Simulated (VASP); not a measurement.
Method: r2SCAN meta-GGA, VASP's PBE PAW potentials (set 64) (plane waves; VASP).

VASP ran on this input.

**INCAR**
```
SYSTEM = TaN
LASPH = .TRUE.
PREC = Accurate
ENCUT = 520   # plane-wave cut-off (eV)
ISMEAR = -5   # tetrahedra, Bloechl
LMIXTAU = .TRUE.
LREAL = .FALSE.   # projection in real space or not
ALGO = Normal   # blocked Davidson
EDIFF = 1E-7   # SCF stop (eV)
LWAVE = .FALSE.
LMAXMIX = 6   # l cut-off of mixed one-centre charges
LCHARG = .FALSE.
ISIF = 2   # forces and stress, cell fixed
METAGGA = R2SCAN
LORBIT = 11
NEDOS = 601   # DOS grid
NELM = 100   # most electronic steps
```

KPOINTS_OPT:
```
k-points along high-symmetry lines
6
Line-mode
Reciprocal
  0.000000   0.000000   0.000000 ! GAMMA
  0.500000   0.000000   0.000000 ! M

  0.500000   0.000000   0.000000 ! M
  0.333333   0.333333   0.000000 ! K

  0.333333   0.333333   0.000000 ! K
  0.000000   0.000000   0.000000 ! GAMMA

  0.000000   0.000000   0.000000 ! GAMMA
  0.000000   0.000000   0.500000 ! A

  0.000000   0.000000   0.500000 ! A
  0.500000   0.000000   0.500000 ! L

  0.500000   0.000000   0.500000 ! L
  0.333333   0.333333   0.500000 ! H

  0.333333   0.333333   0.500000 ! H
  0.000000   0.000000   0.500000 ! A

  0.500000   0.000000   0.500000 ! L
  0.500000   0.000000   0.000000 ! M

  0.333333   0.333333   0.500000 ! H
  0.333333   0.333333   0.000000 ! K
```

**KPOINTS**
```
Automatic
0
Gamma
  16 16 14
```

**POSCAR**
```
TaN
1
    2.9401194495     0.0000000000     0.0000000000
   -1.4700597248     2.5462184079    -0.0000000000
    0.0000000000     0.0000000000     2.8892377217
Ta N
1 1
Direct
  0.0000000000   0.0000000000   0.5000000000
  0.6666670000   0.3333330000   1.0000000000
```

POTCAR, in this order: Ta_pv N (PBE.64 set). Program: vasp_std.

The resulting files:

### OSZICAR
```
       N       E                     dE             d eps       ncg     rms          rms(c)
DAV:   1     0.543669633749E+02    0.54367E+02   -0.96698E+03  5760   0.144E+03
DAV:   2    -0.634040071364E+02   -0.11777E+03   -0.11252E+03  6616   0.352E+02
DAV:   3    -0.672913920436E+02   -0.38874E+01   -0.38377E+01  7208   0.619E+01
DAV:   4    -0.673369403272E+02   -0.45548E-01   -0.45460E-01  6348   0.649E+00
DAV:   5    -0.673375487558E+02   -0.60843E-03   -0.60812E-03  7060   0.616E-01    0.242E+01
DAV:   6    -0.599907394615E+02    0.73468E+01   -0.73860E+00  6868   0.320E+01    0.962E+00
DAV:   7    -0.604796823075E+02   -0.48894E+00   -0.36748E-01  6364   0.696E+00    0.582E+00
DAV:   8    -0.599896930774E+02    0.48999E+00   -0.30416E-01  5820   0.766E+00    0.853E-01
DAV:   9    -0.604039634113E+02   -0.41427E+00   -0.18701E-01  5776   0.553E+00    0.722E-01
DAV:  10    -0.603963977725E+02    0.75656E-02   -0.11757E-02  7116   0.106E+00    0.345E-01
DAV:  11    -0.603900779219E+02    0.63199E-02   -0.37897E-03  6056   0.738E-01    0.300E-01
DAV:  12    -0.603958516639E+02   -0.57737E-02   -0.87322E-03  6640   0.889E-01    0.189E-02
DAV:  13    -0.603957530440E+02    0.98620E-04   -0.57792E-04  5880   0.299E-01    0.225E-02
DAV:  14    -0.603958433918E+02   -0.90348E-04   -0.19089E-05  6964   0.527E-02    0.154E-02
DAV:  15    -0.603958509034E+02   -0.75115E-05   -0.51571E-06  6332   0.252E-02    0.511E-03
DAV:  16    -0.603958595295E+02   -0.86261E-05   -0.25565E-06  5852   0.197E-02    0.160E-03
DAV:  17    -0.603958495352E+02    0.99943E-05   -0.52550E-07  5880   0.948E-03    0.695E-04
DAV:  18    -0.603958511810E+02   -0.16458E-05   -0.33841E-08  3016   0.250E-03    0.512E-04
DAV:  19    -0.603958509991E+02    0.18196E-06   -0.11063E-08  2964   0.120E-03    0.119E-04
DAV:  20    -0.603958514143E+02   -0.41521E-06   -0.46917E-09  2956   0.659E-04    0.857E-05
DAV:  21    -0.603958511497E+02    0.26455E-06   -0.64669E-10  2936   0.331E-04    0.443E-05
DAV:  22    -0.603958511927E+02   -0.43007E-07   -0.94698E-11  2956   0.108E-04
   1 F= -.60395851E+02 E0= -.60395851E+02  d E =0.000000E+00
       N       E                     dE             ncg
```

OUTCAR:
```
------------------------ aborting loop because EDIFF is reached ----------------------------------------
  FORCE on cell =-STRESS in cart. coord.  units (eV):
  Direction    XX          YY          ZZ          XY          YZ          ZX
  --------------------------------------------------------------------------------------
  Total        0.0081296      0.0081296     -0.0031111     -0.0000000      0.0000000      0.0000000
  in kB        0.6021958      0.6021959     -0.2304508     -0.0000000      0.0000000      0.0000000
  external PRESSURE =       0.3246469 kB  Pullay stress =       0.0000000 kB
  volume of cell :       21.63
      direct lattice vectors                 reciprocal lattice vectors
     2.940119450  0.000000000  0.000000000     0.340122236  0.196369643  0.000000000
    -1.470059725  2.546218408  0.000000000     0.000000000  0.392739286  0.000000000
     0.000000000  0.000000000  2.889237722     0.000000000  0.000000000  0.346112053
 POSITION                                       TOTAL-FORCE (eV/Angst)
 -----------------------------------------------------------------------------------
      0.00000      0.00000      1.44462         0.000000      0.000000      0.000000
      1.47006      0.84874      0.00000        -0.000000      0.000000      0.000000
 -----------------------------------------------------------------------------------
    total drift:                               -0.000937      0.000545      0.000000
  FREE ENERGIE OF THE ION-ELECTRON SYSTEM (eV)
  ---------------------------------------------------
  free  energy   TOTEN  =       -60.3958511927 eV

  energy  without entropy=      -60.3958511927  energy(sigma->0) =      -60.39585119

 total charge

# of ion       s       p       d       tot
------------------------------------------
    1        0.311   6.264   2.418   8.992
    2        1.241   2.530   0.000   3.770
--------------------------------------------------
tot          1.551   8.794   2.418  12.763
```
(Selected blocks of OUTCAR.)

For a metal the tetrahedron method with Blöchl corrections gives inexact stress and forces.

The structure comes from a computed database's TaN entry (P-6m2); how it stands against other phases isn't given here. It was relaxed first.
